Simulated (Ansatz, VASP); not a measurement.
## Cross-check of InSe between VASP and Ansatz

Aim: how closely do two programs agree when they are given the same cell, functional and k mesh? The cell is taken from a series of runs on this material, whose earlier steps may have relaxed, scaled, displaced or heated it; both programs get it as it stands.

Method: plane waves, with VASP 6.6.1 beside it; relaxation of cell and atoms at PBE with D3(BJ), in Ansatz 0.2.0.

**1. Starting point**

It takes space group P6_3/mmc (No. 194, hexagonal). Conventional cell: a = 4.027 Å, b = 4.027 Å, c = 16.795 Å, α = 90.00°, β = 90.00°, γ = 120.00°. In has 3 Se at 2.66 Å and 1 In at 2.79 Å nearest. Nearest to Se lie 3 In at 2.66 Å. Farther neighbours and most contacts between anions are not listed.

**2. Ansatz: relaxation of cell and atoms, PBE with D3(BJ)**

Ansatz runs on its PAW soft_1 files.

The relaxed volume is the usual yardstick between codes: in a stiff, nearly cubic crystal its relative difference is about their pressure difference at one cell divided by the bulk modulus.

The input, input.yaml:

```yaml
crystal:
  lattice:
    - [4.0275, 0.0, 0.0]
    - [-2.01375, 3.487917, 0.0]
    - [0.0, 0.0, 16.795]
  atoms:
    - { symbol: In, position: [0.3333333333, 0.6666666667, 0.1668643272] }
    - { symbol: In, position: [0.6666666667, 0.3333333333, 0.6668643272] }
    - { symbol: In, position: [0.3333333333, 0.6666666667, 0.3331356728] }
    - { symbol: In, position: [0.6666666667, 0.3333333333, 0.8331356728] }
    - { symbol: Se, position: [0.3333333333, 0.6666666667, 0.5901956818] }
    - { symbol: Se, position: [0.6666666667, 0.3333333333, 0.0901956818] }
    - { symbol: Se, position: [0.3333333333, 0.6666666667, 0.9098043182] }
    - { symbol: Se, position: [0.6666666667, 0.3333333333, 0.4098043182] }
kpoints:
  mp_grid: { grid: [6, 6, 2] }
hamiltonian:
  xc: pbe
  dispersion: d3bj
  pseudopotentials: { kind: paw, azcp: { folder: soft_1 } }
scf:
  occupations: { method: fermi_dirac, width: 0.02 }
relax:
  f_tol: 0.01
  max_steps: 60
  cell: {}
```

The run is started by

```bash
> ansatz run input.yaml --threads 2 --pin off --max-ram 92160MiB --backend cuda --events-out ev --progress --plain --runs-dir out --devices 1 --max-vram 13GiB
```

Numbers of over 12 decimals in the logs are rounded to 6 here.

What it wrote:

```text
GPUs: using 1 of 1 available (devices: 1).
Engine: ansatz 0.2.0, x86_64-unknown-linux-gnu
Pseudopotentials: kind: paw
Pseudopotential: In, paw, valence charge 13, recommended cutoff 420 eV (normal), soft_1/In.paw.azcp
Pseudopotential: Se, paw, valence charge 16, recommended cutoff 420 eV (normal), soft_1/Se.paw.azcp
Functional definition: PBE
  parameter kappa = 0.804
  parameter beta = 0.066725
  exchange = pbe_x(kappa = kappa, mu = beta*pi^2/3)
  correlation = pbe_c(beta = beta)
device memory: the entry about to start is reckoned to put 3.1 GiB on a device that reports 48.0 GiB free (of which the cap on the GPU budget leaves the run 13.0 GiB)
GPU FFT provider: cuFFT
GPU libraries: cuBLAS 13.8.2, cuFFT 12.4.0, cuSOLVER 12.3.4
Crystal: 8 atoms, lattice volume = 235.929 Å³
Basis set: ecut = 420 eV, 4653 PW (Γ), exchange–correlation on 54×54×240 points (8 copies of the dense FFT grid, shifted against one another)
Bands: 70, of which v1, the nominal top of the filled ones, is band 58 counted from 1 (57 counted from 0)
Symmetry: 24 space group operations
Space group: P63/mmc (ITA 194), of the structure as read, at distance tolerance 6.2e-5 Å
k-points: 14 of 72
Non-local potential: In, projectors of the file, l = 0: 2, l = 1: 2, l = 2: 2, l = 3: 1
Non-local potential: Se, projectors of the file, l = 0: 2, l = 1: 2, l = 2: 3, l = 3: 1
PAW form: soft (Blöchl's): semilocal exchange-correlation on the pseudo side does not see the compensation charge
PAW one-centre angular grid: In, 590 points (default); XC on 64 Gauss nodes
PAW one-centre angular grid: Se, 590 points (default); XC on 64 Gauss nodes
Initial density: superposition of atomic densities (chi_scale 0.1, normalization cell, long waves kept (reshape's long-wave potential 0.69 eV rms))
Initial wavefunctions: pseudopotential atomic-orbital guess
GPU buffer pool allocated for 87480 grid points (all kernels)
GPU transforms: local potential and band sums: pruned to the plane-wave sphere, on 27×27×120
Functional: x = pbe(κ = 0.804, μ = 0.219515), c = pbe(β = 0.066725)
SCF iter   1: F=—  HF=-44279.633088 eV  |F-HF|=—  |Δ(HF+E_count)|=         —  Δρ=4.94e-2  dr2=2.95e1  ethr=3.10e-3  ⟨swp⟩=6.1  Hψ=3892  notcnv=0
preconditioner: auto → Resta (q_TF=auto, 2.424 Å⁻¹)  ε∞=3.1  [insulator: Δε(μ)=0.167 eV  Ē_g=14.539 eV  σ=0.020 eV  W_gap=0.97  n_scr=66 (ndim 8)  ℏωp=21.1 eV  f_vac=0.033  D(μ)=0.04/eV (n_scr^D=0)  ε∞_Penn≈3.1]
SCF iter   2: F=—  HF=-44274.792733 eV  |F-HF|=—  |Δ(HF+E_count)|=    4.84e0  Δρ=1.98e-2  dr2=1.08e0  ethr=3.10e-3  ⟨swp⟩=4.4  Hψ=1919  notcnv=0  defer=87
SCF iter   3: F=—  HF=-44274.511669 eV  |F-HF|=—  |Δ(HF+E_count)|=   2.81e-1  Δρ=1.14e-2  dr2=2.47e-1  ethr=9.27e-4  ⟨swp⟩=3.3  Hψ=2009  notcnv=0  defer=99
SCF iter   4: F=—  HF=-44274.455480 eV  |F-HF|=—  |Δ(HF+E_count)|=   5.62e-2  Δρ=1.55e-3  dr2=1.31e-2  ethr=2.13e-4  ⟨swp⟩=3.0  Hψ=1749  notcnv=0  defer=99
SCF iter   5: F=—  HF=-44274.452201 eV  |F-HF|=—  |Δ(HF+E_count)|=   3.28e-3  Δρ=8.44e-4  dr2=2.29e-3  ethr=1.13e-5  ⟨swp⟩=2.0  Hψ=1762  notcnv=0  defer=99
SCF iter   6: F=—  HF=-44274.454226 eV  |F-HF|=—  |Δ(HF+E_count)|=   2.02e-3  Δρ=2.09e-4  dr2=4.30e-4  ethr=1.97e-6  ⟨swp⟩=2.0  Hψ=1178  notcnv=0  defer=99
SCF iter   7: F=—  HF=-44274.454018 eV  |F-HF|=—  |Δ(HF+E_count)|=   2.08e-4  Δρ=4.92e-5  dr2=1.67e-5  ethr=3.70e-7  ⟨swp⟩=2.0  Hψ=1070  notcnv=0  defer=99
SCF iter   8: F=—  HF=-44274.454403 eV  |F-HF|=—  |Δ(HF+E_count)|=   3.85e-4  Δρ=1.82e-5  dr2=1.16e-6  ethr=1.44e-8  ⟨swp⟩=2.0  Hψ=1483  notcnv=0  defer=99
SCF iter   9: F=—  HF=-44274.454404 eV  |F-HF|=—  |Δ(HF+E_count)|=   1.02e-6  Δρ=6.50e-6  dr2=2.24e-7  ethr=9.97e-10  ⟨swp⟩=2.0  Hψ=1420  notcnv=0  defer=99
SCF iter  10: F=-44274.454404 eV  HF=-44274.454404 eV  |F-HF|=8.90e-9  |Δ(HF+E_count)|=   6.42e-8  Δρ=1.57e-6  dr2=5.04e-9  ethr=8.62e-11  ⟨swp⟩=4.1  Hψ=3117  notcnv=0
SCF 1 converged in 10 iterations: F = -44274.454404 eV  dr2 = 5.04e-9
  greatest PAW one-centre occupation: 1.000 electrons in one spin orbital (limit 2), on the Se atom at site 6 (counted from 0), in its partial waves of l = 2
relax step   1: F+E_penalty+E_count = -44274.45440442 eV  Δ(F+E_penalty+E_count) = +0.000e0 eV  max|allowed force component| = 1.462e-2 eV/Å  Δτ_max = 0.0000 Å  P = +0.099 GPa  Ω = 235.929 Å³  (10 SCF iters, dr2 threshold 1.00e-7 eV, accepted)
[...]
relax step   4: F+E_penalty+E_count = -44274.45479382 eV  Δ(F+E_penalty+E_count) = -1.434e-4 eV  max|allowed force component| = 3.238e-3 eV/Å  Δτ_max = 0.0037 Å  P = +0.011 GPa  Ω = 236.046 Å³  energy of the carried Pulay correction = -1.323e-5 eV  (7 SCF iters, dr2 threshold 6.64e-9 eV, accepted)
[...]
relax step   5: F+E_penalty+E_count = -44274.45480274 eV  Δ(F+E_penalty+E_count) = -8.920e-6 eV  max|allowed force component| = 3.232e-3 eV/Å  Δτ_max = 0.0000 Å  P = +0.011 GPa  Ω = 236.046 Å³  stress off target by 1.31e-2 GPa  SCF on the basis re-selected at this cell (its energy is not comparable with the rows above)  (5 SCF iters)
basis re-selected at this cell: Δ(F+E_penalty+E_count) = -8.920e-6 eV, ΔP = -0.000 GPa vs the last step (what re-selecting the basis moved, of the pressure what is left beyond the Pulay correction that the steps carried, after the strain that the cell walked since its last selection, with what the two solves' SCF thresholds leave and, on support functions, any second-order correction that the steps lacked; it is no m [...]
SCF converged after 5 iterations
Free energy (F): -44274.454803 eV
Harris-Foulkes:  -44274.454803 eV  (|F-HF|=5.09e-11)
Internal energy: -44274.454801 eV  (E = F + TS)
E sigma→0 (E₀):  -44274.454802 eV
Entropy (-TS):   -0.000001 eV (-0.000 meV/atom)
Fermi energy:    7.206623 eV
--- Per-component energies (eV) ---
  E_band       = -1851.339841
  E_kinetic    = 1315.476445
  E_local      = -16489.884993  (includes V_loc(G=0)·N_el)
  E_nonlocal   = -108.745731
  E_hartree    = 8006.115324
  E_xc         = -911.126360
  E_vxc        = -717.545209  (∫ρ·V_xc dr)
  E_paw        = -25358.493779  (= ΣΔE_a)
  E_vpaw       = -1862.870358  (= ΣTr[D̂ρ^β])
  E_aug_tail   = -0.000895  (compensation charges beyond the density's cutoff)
  E_ewald      = -10725.420399
  E_disp       = -2.374413  (pairwise vdW)
  E_smearing   = -0.000001  (= −TS)
  E_closure    = 0.000000  (closes the sum)
  Σ components = -44274.454803   (vs F -44274.454803, Δ=0.00e0)
--- Forces (eV/Å), atoms counted from 1 ---
  atom   1  In    -0.00000000    -0.00000000     0.00323216
  atom   2  In    -0.00000000     0.00000000     0.00323216
  atom   3  In    -0.00000000    -0.00000000    -0.00323216
  atom   4  In     0.00000000     0.00000000    -0.00323216
  atom   5  Se     0.00000000     0.00000000    -0.00168455
  atom   6  Se     0.00000000    -0.00000000    -0.00168455
  atom   7  Se     0.00000000     0.00000000     0.00168455
  atom   8  Se     0.00000000    -0.00000000     0.00168455
  max |Σ_I F_I| component: 4.63e-18 eV/Å
--- Stress (GPa, compression-positive) ---
        0.013117       0.000000       0.000000
        0.000000       0.013117       0.000000
        0.000000       0.000000       0.006624
  P = ⅓ Tr σ = 0.0110 GPa (0.110 kbar)
--- Band table (eV; the first three rows and the last of 14) ---
  k-point 0: bands = [... 54 lower, 5.8548, 5.9308, 5.9308, 7.0276, 7.3857, 8.7610, 9.1467, 9.1519, ... 8 higher]
  k-point 1: bands = [... 54 lower, 5.8990, 5.8990, 6.1103, 6.1103, 8.2466, 8.2466, 9.1617, 9.1617, ... 8 higher]
  k-point 2: bands = [... 54 lower, 5.5738, 5.6881, 5.9693, 6.7901, 8.6128, 9.1388, 9.6300, 9.9384, ... 8 higher]
  k-point 13: bands = [... 54 lower, 4.6236, 4.6236, 5.4994, 5.4994, 8.7847, 8.7847, 9.2903, 9.2903, ... 8 higher]
--- Relaxed structure (4 steps of the walk, 4 accepted, 1 SCFs on fresh bases) ---
  F+E_penalty+E_count = -44274.45480274 eV   max|allowed force component| = 3.232e-3 eV/Å   (the final SCF, on the basis selected at the relaxed cell)
  cell:  # Å, volume = 236.0460 Å³
    - [4.033603, 0.0, 0.0]
    - [-2.016802, 3.493203, 0.0]
    - [0.0, 0.0, 16.752496]
  atoms:
    - { symbol: In, position: [0.333333, 0.666667, 0.166614] }
    - { symbol: In, position: [0.666667, 0.333333, 0.666614] }
    - { symbol: In, position: [0.333333, 0.666667, 0.333386] }
    - { symbol: In, position: [0.666667, 0.333333, 0.833386] }
    - { symbol: Se, position: [0.333333, 0.666667, 0.589893] }
    - { symbol: Se, position: [0.666667, 0.333333, 0.089893] }
    - { symbol: Se, position: [0.333333, 0.666667, 0.910107] }
    - { symbol: Se, position: [0.666667, 0.333333, 0.410107] }
```

**3. VASP: relaxation of cell and atoms, PBE with D3(BJ)**

The same cell, functional, mesh and smearing now go to VASP, with its own data sets.

Lines of VASP's logs that name or quote its potential files are left out, and so is its time.

The input, INCAR:

```
SYSTEM = InSe
PREC = Accurate
ENCUT = 500
EDIFF = 1E-07
NELM = 120
ISMEAR = -1
SIGMA = 0.02
LREAL = .FALSE.
ALGO = Normal
GGA = PE
IVDW = 12
NBANDS = 47
LORBIT = 11
LWAVE = .FALSE.
LCHARG = .FALSE.
ISIF = 3
IBRION = 2
NSW = 80
EDIFFG = -0.005
LASPH = .TRUE.
GGA_COMPAT = .FALSE.
NELMIN = 4
EFERMI = MIDGAP
KPAR = 2
```

The input, POSCAR:

```
InSe
1.0
    4.0275000000      0.0000000000      0.0000000000
   -2.0137500000      3.4879170000      0.0000000000
    0.0000000000      0.0000000000     16.7950000000
In Se
4 4
Direct
    0.3333333334      0.6666666668      0.1668643049
    0.6666666668      0.3333333334      0.6668643049
    0.3333333334      0.6666666668      0.3331356951
    0.6666666668      0.3333333334      0.8331356951
    0.3333333334      0.6666666668      0.5901956535
    0.6666666668      0.3333333334      0.0901956535
    0.3333333334      0.6666666668      0.9098043465
    0.6666666668      0.3333333334      0.4098043465
```

The input, KPOINTS:

```
Automatic mesh
0
Gamma
6 6 2
0 0 0
```

PAW data sets: In_d and Se (PBE family, release 64).

The run is started by

```bash
> mpirun -np 2 vasp_std
```

What it wrote:

```text
[banner, memory and clock lines left out]
running    2 mpi-ranks, on    1 nodes
 distrk:  each k-point on    1 cores,    2 groups
 distr:  one band on    1 cores,    1 groups

 POSCAR found type information on POSCAR InSe
 POSCAR found :  2 types and       8 ions
 LDA part: xc-table for (Slater+PW92), standard interpolation
 POSCAR, INCAR and KPOINTS ok, starting setup
 FFT: planning ... GRIDC
 FFT: planning ... GRID_SOFT
 FFT: planning ... GRID
 WAVECAR not read
 entering main loop
       N       E                     dE             d eps       ncg     rms          rms(c)
DAV:   1     0.774195228252E+03    0.77420E+03   -0.33328E+04  1316   0.174E+03
DAV:   2     0.897576441372E+02   -0.68444E+03   -0.66500E+03  1316   0.464E+02
DAV:   3    -0.216992421851E+02   -0.11146E+03   -0.10786E+03  1628   0.195E+02
DAV:   4    -0.289465666840E+02   -0.72473E+01   -0.72002E+01  1562   0.486E+01
DAV:   5    -0.292084176844E+02   -0.26185E+00   -0.26173E+00  1637   0.959E+00    0.101E+01
DAV:   6    -0.283255432183E+02    0.88287E+00   -0.15218E+00  1748   0.163E+01    0.586E+00
DAV:   7    -0.283132738057E+02    0.12269E-01   -0.10176E+00  1899   0.551E+00    0.145E+00
DAV:   8    -0.283057517411E+02    0.75221E-02   -0.10198E-01  1922   0.310E+00    0.111E+00
DAV:   9    -0.283083221239E+02   -0.25704E-02   -0.18624E-02  1586   0.544E-01    0.467E-01
DAV:  10    -0.283088917585E+02   -0.56963E-03   -0.20927E-03  1967   0.406E-01    0.196E-01
DAV:  11    -0.283092506727E+02   -0.35891E-03   -0.94883E-04  1697   0.190E-01    0.476E-02
DAV:  12    -0.283092535911E+02   -0.29184E-05   -0.69876E-05  2081   0.545E-02    0.331E-02
DAV:  13    -0.283092662574E+02   -0.12666E-04   -0.25683E-05  1779   0.223E-02    0.473E-03
DAV:  14    -0.283092665671E+02   -0.30973E-06   -0.19017E-06  1809   0.161E-02    0.259E-03
DAV:  15    -0.283092667957E+02   -0.22857E-06   -0.10661E-06  1354   0.490E-03    0.249E-03
DAV:  16    -0.283092668019E+02   -0.62546E-08   -0.12363E-07  1073   0.414E-03
   1 F= -.30683690E+02 E0= -.30683690E+02  d E =-.306837E+02
[... from here on, the cycles between the ionic steps are left out ...]
   2 F= -.30683965E+02 E0= -.30683965E+02  d E =-.274982E-03
   3 F= -.30684079E+02 E0= -.30684078E+02  d E =-.388639E-03
   4 F= -.30684079E+02 E0= -.30684078E+02  d E =-.388493E-03
   5 F= -.30684123E+02 E0= -.30684122E+02  d E =-.443454E-04
   6 F= -.30684179E+02 E0= -.30684179E+02  d E =-.100708E-03
   7 F= -.30684205E+02 E0= -.30684205E+02  d E =-.261781E-04
   8 F= -.30684252E+02 E0= -.30684251E+02  d E =-.724435E-04
   9 F= -.30684256E+02 E0= -.30684256E+02  d E =-.770398E-04
 curvature:  -4.57 expect dE=-0.230E-03 dE for cont linesearch -0.249E-06
 trial: gam= 2.62479 g(F)=  0.175E-04 g(S)=  0.328E-04 ort = 0.117E-05 (trialstep = 0.292E+00)
 search vector abs. value=  0.231E-03
 bond charge predicted
       N       E                     dE             d eps       ncg     rms          rms(c)
DAV:   1    -0.283117404735E+02   -0.45589E-04   -0.11544E-03  1332   0.148E-01    0.198E-02
DAV:   2    -0.283117443526E+02   -0.38791E-05   -0.79743E-05  1789   0.590E-02    0.792E-03
DAV:   3    -0.283117429149E+02    0.14377E-05   -0.23325E-06  1778   0.103E-02    0.520E-03
DAV:   4    -0.283117419348E+02    0.98007E-06   -0.10007E-06  1311   0.652E-03    0.184E-03
DAV:   5    -0.283117417594E+02    0.17542E-06   -0.35675E-07  1168   0.417E-03    0.831E-04
DAV:   6    -0.283117416768E+02    0.82558E-07   -0.43085E-08   721   0.186E-03
  10 F= -.30684269E+02 E0= -.30684268E+02  d E =-.125930E-04
 trial-energy change:   -0.000013  1 .order   -0.000013   -0.000016   -0.000011
 step:   0.9312(harm=  0.9312)  dis= 0.00146  next Energy=   -30.684281 (dE=-0.249E-04)
 reached required accuracy - stopping structural energy minimisation
```

(Continued in part 2 of 2.)

[Lines on the potential files, build, host, timing and source positions are cut from VASP's logs without a mark.]

[Logs are printed without paths, hosts, clocks, repeated set-up lines and the standing remarks that a program may print on its own settings, such as how far it seeks lower states.]

[Hosts, paths, dates, database ids (printed as entryN), source tags and the programs' standing remarks are cut or masked in the printed files.]
